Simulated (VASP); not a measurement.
Method: LDA (Ceperley-Alder, Perdew-Zunger), VASP's LDA PAW potentials (set 64) (plane waves; VASP 6.6.1).

Input for VASP

KPOINTS:
```
Automatic mesh
0
Gamma
13 13 13
0 0 0
```

INCAR:
```
# general
SYSTEM  = RuAl
PREC    = Accurate
ENCUT   = 500   # plane-wave cut-off (eV)
LREAL   = F   # projection in real space or not
LASPH   = T   # aspherical one-centre terms

# electronic loop
EDIFF   = 1E-6
NELM    = 100   # most electronic steps
ALGO    = Normal
LMAXMIX = 4

# smearing
ISMEAR  = 1   # Methfessel-Paxton
SIGMA   = 0.1   # width (eV)

# ions
IBRION  = 2
NSW     = 40   # most ionic steps
ISIF    = 3   # ions, shape and volume
EDIFFG  = -0.02
PSTRESS = 300

# output
LWAVE   = F
LCHARG  = F
```

POSCAR:
```
RuAl
1.0
  2.8843626478   0.0000000000   0.0000000000
  0.0000000000   2.8843626478   0.0000000000
  0.0000000000   0.0000000000   2.8843626478
Al Ru
1 1
direct
  0.5000000000   0.5000000000   0.5000000000
  0.0000000000   0.0000000000   0.0000000000
```

POTCAR, in this order: Al Ru_pv (LDA.64 set). Program: vasp_std.

Output of the run:

### OUTCAR
```
 ion  position               nearest neighbor table
   1  0.500  0.500  0.500-   2 2.50   2 2.50   2 2.50   2 2.50   2 2.50   2 2.50   2 2.50   2 2.50
  LATTYP: Found a simple cubic cell.
 ALAT       =     2.8843626478
 Subroutine PRICEL returns:
 Original cell was already a primitive cell.
 Subroutine GETGRP returns: Found 48 space group operations
The static configuration has the point symmetry O_h .
The dynamic configuration has the point symmetry O_h .
 Subroutine INISYM returns: Found 48 space group operations
 Subroutine IBZKPT returns following result:
 Found     84 irreducible k-points:

 Following reciprocal coordinates:
            Coordinates               Weight
  0.000000  0.000000  0.000000      1.000000
  0.076923  0.000000  0.000000      6.000000
  0.153846  0.000000  0.000000      6.000000
  0.230769  0.000000  0.000000      6.000000
  0.307692  0.000000  0.000000      6.000000
  0.384615  0.000000  0.000000      6.000000
  0.461538  0.000000  0.000000      6.000000
  0.076923  0.076923  0.000000     12.000000
  0.153846  0.076923  0.000000     24.000000
  0.230769  0.076923  0.000000     24.000000
...
```

**OSZICAR**
```
       N       E                     dE             d eps       ncg     rms          rms(c)
DAV:   1     0.109836108493E+03    0.10984E+03   -0.92706E+03  2048   0.130E+03
DAV:   2    -0.146290133654E+02   -0.12447E+03   -0.11959E+03  2200   0.348E+02
DAV:   3    -0.167573711811E+02   -0.21284E+01   -0.21074E+01  2408   0.476E+01
DAV:   4    -0.167770796386E+02   -0.19708E-01   -0.19703E-01  2328   0.452E+00
DAV:   5    -0.167775672279E+02   -0.48759E-03   -0.48756E-03  2520   0.604E-01    0.157E+01
DAV:   6    -0.161562389586E+02    0.62133E+00   -0.31999E+00  2124   0.211E+01    0.297E+00
DAV:   7    -0.160978951363E+02    0.58344E-01   -0.18593E-01  2132   0.537E+00    0.275E+00
DAV:   8    -0.160780736444E+02    0.19821E-01   -0.16302E-02  2180   0.996E-01    0.249E-01
DAV:   9    -0.160779781272E+02    0.95517E-04   -0.60010E-04  2352   0.263E-01    0.130E-01
DAV:  10    -0.160779535106E+02    0.24617E-04   -0.78040E-05  2296   0.112E-01    0.923E-03
DAV:  11    -0.160779533672E+02    0.14344E-06   -0.18267E-06  2112   0.134E-02
   1 F= -.11584707E+02 E0= -.11585072E+02  d E =-.115847E+02
       N       E                     dE             d eps       ncg     rms          rms(c)
DAV:   1    -0.190299626745E+02   -0.29520E+01   -0.59131E+01  2088   0.111E+02    0.262E+01
DAV:   2    -0.155162315975E+02    0.35137E+01   -0.15442E+01  2100   0.507E+01    0.757E+00
DAV:   3    -0.154641351164E+02    0.52096E-01   -0.30168E-01  2144   0.649E+00    0.328E+00
DAV:   4    -0.154593635824E+02    0.47715E-02   -0.11430E-01  2064   0.311E+00    0.643E-01
DAV:   5    -0.154585485449E+02    0.81504E-03   -0.22695E-03  2488   0.560E-01    0.400E-01
DAV:   6    -0.154588247829E+02   -0.27624E-03   -0.19367E-04  2268   0.116E-01    0.352E-02
DAV:   7    -0.154587998083E+02    0.24975E-04   -0.47618E-05  2384   0.760E-02    0.128E-02
DAV:   8    -0.154587996264E+02    0.18196E-06   -0.59380E-07  1500   0.867E-03
   2 F= -.11432102E+02 E0= -.11432338E+02  d E =0.152605E+00
       N       E                     dE             d eps       ncg     rms          rms(c)
DAV:   1    -0.181234302600E+02   -0.26646E+01   -0.33855E+01  2056   0.876E+01    0.123E+01
DAV:   2    -0.161633370146E+02    0.19601E+01   -0.12798E+01  2104   0.441E+01    0.374E+00
DAV:   3    -0.159736951490E+02    0.18964E+00   -0.59424E-01  2104   0.924E+00    0.129E+00
DAV:   4    -0.159710000290E+02    0.26951E-02   -0.41916E-02  2184   0.156E+00    0.620E-01
DAV:   5    -0.159729142030E+02   -0.19142E-02   -0.69383E-03  2200   0.890E-01    0.157E-01
DAV:   6    -0.159732082621E+02   -0.29406E-03   -0.50187E-04  2800   0.219E-01    0.334E-02
DAV:   7    -0.159732077393E+02    0.52278E-06   -0.31666E-05  2232   0.626E-02    0.146E-02
DAV:   8    -0.159732071958E+02    0.54352E-06   -0.14306E-06  1608   0.130E-02
   3 F= -.11606906E+02 E0= -.11607265E+02  d E =-.221997E-01
       N       E                     dE             d eps       ncg     rms          rms(c)
DAV:   1    -0.159697005381E+02    0.35072E-02   -0.37898E-03  2080   0.904E-01    0.159E-01
DAV:   2    -0.159694804358E+02    0.22010E-03   -0.11537E-03  2112   0.425E-01    0.424E-02
DAV:   3    -0.159694731960E+02    0.72398E-05   -0.27480E-05  2120   0.635E-02    0.135E-02
DAV:   4    -0.159694729679E+02    0.22814E-06   -0.60950E-06  2104   0.191E-02
   4 F= -.11606928E+02 E0= -.11607286E+02  d E =-.222215E-01
```

File OUTCAR:
```
------------------------ aborting loop because EDIFF is reached ----------------------------------------
  FORCE on cell =-STRESS in cart. coord.  units (eV):
  Direction    XX          YY          ZZ          XY          YZ          ZX
  --------------------------------------------------------------------------------------
  Total        4.3538650      4.3538650      4.3538650     -0.0000000     -0.0000000     -0.0000000
  in kB      299.4031138    299.4031138    299.4031138     -0.0000000     -0.0000000     -0.0000000
  external PRESSURE =      -0.5968862 kB  Pullay stress =     300.0000000 kB
  volume of cell :       23.30
      direct lattice vectors                 reciprocal lattice vectors
     2.856119732 -0.000000000 -0.000000000     0.350125378  0.000000000  0.000000000
     0.000000000  2.856119732 -0.000000000     0.000000000  0.350125378 -0.000000000
    -0.000000000  0.000000000  2.856119732     0.000000000  0.000000000  0.350125378
 POSITION                                       TOTAL-FORCE (eV/Angst)
 -----------------------------------------------------------------------------------
      1.42806      1.42806      1.42806         0.000000     -0.000000      0.000000
      0.00000      0.00000      0.00000        -0.000000      0.000000     -0.000000
 -----------------------------------------------------------------------------------
    total drift:                                0.000000      0.000000      0.000000
  FREE ENERGIE OF THE ION-ELECTRON SYSTEM (eV)
  ---------------------------------------------------
  free  energy   TOTEN  =       -15.9694729679 eV

  energy  without entropy=      -15.9705477701  energy(sigma->0) =      -15.96983124
  enthalpy is  TOTEN    =       -11.6069281562 eV   P V=        4.3625448117

 reached required accuracy - stopping structural energy minimisation
```
(Selected blocks of OUTCAR.)

File CONTCAR:
```
RuAl
   1.00000000000000
     2.8561197315457107   -0.0000000000000000   -0.0000000000000000
     0.0000000000000000    2.8561197315457107   -0.0000000000000000
    -0.0000000000000000    0.0000000000000000    2.8561197315457107
  Al              Ru
     1     1
Direct
     0.5000000000000000    0.5000000000000000    0.5000000000000000
     0.0000000000000000    0.0000000000000000    0.0000000000000000
```

OUTCAR:
```
 val. band max:       12.6556650814   @ k =   0.0769   0.0769   0.0000

 cond. band min:      12.6708137610   @ k =   0.2308   0.0769   0.0769


 Fermi energy:        12.6632721016

 k-point     1 :       0.0000    0.0000    0.0000
  band No.  band energies     occupation
      1     -28.9899      2.00000
      2     -28.9899      2.00000
      3     -28.9899      2.00000
      4       2.1277      2.00000
      5       8.1907      2.00000
      6       8.1907      2.00000
      7      12.8576     -0.01913
      8      12.8576     -0.01913
      9      12.8576     -0.01913
     10      19.3513      0.00000
     11      19.3513      0.00000
     12      19.3513      0.00000

 k-point     2 :       0.0769    0.0000    0.0000
  band No.  band energies     occupation
      1     -29.0109      2.00000
      2     -28.9882      2.00000
      3     -28.9882      2.00000
      4       2.2569      2.00000
      5       8.2385      2.00000
      6       8.2516      2.00000
      7      12.6817      0.69457
      8      12.6817      0.69455
      9      12.8756     -0.01051
     10      18.7898      0.00000
     11      19.6125      0.00000
     12      19.6125      0.00000

 k-point     3 :       0.1538    0.0000    0.0000
  band No.  band energies     occupation
      1     -29.0686      2.00000
      2     -28.9833      2.00000
      3     -28.9833      2.00000
      4       2.6348      2.00000
      5       8.3748      2.00000
      6       8.3956      2.00000
      7      12.2470      2.00000
      8      12.2470      2.00000
      9      12.9261     -0.00128
     10      17.6323      0.00000
     11      20.3017      0.00000
     12      20.3017      0.00000

 k-point     4 :       0.2308    0.0000    0.0000
  band No.  band energies     occupation
      1     -29.1492      2.00000
      2     -28.9765      2.00000
      3     -28.9765      2.00000
      4       3.2350      2.00000
      5       8.4998      2.00000
      6       8.5784      2.00000
...
```

Energy and stress use the plane-wave basis of the starting cell.

The compound is RuAl in the CsCl type structure. This run relaxes it under an external pressure of 30 GPa. Symmetry was kept, so distortions that lower it aren't found. The electron count is odd and the run is not spin-polarised, which forces a metal.
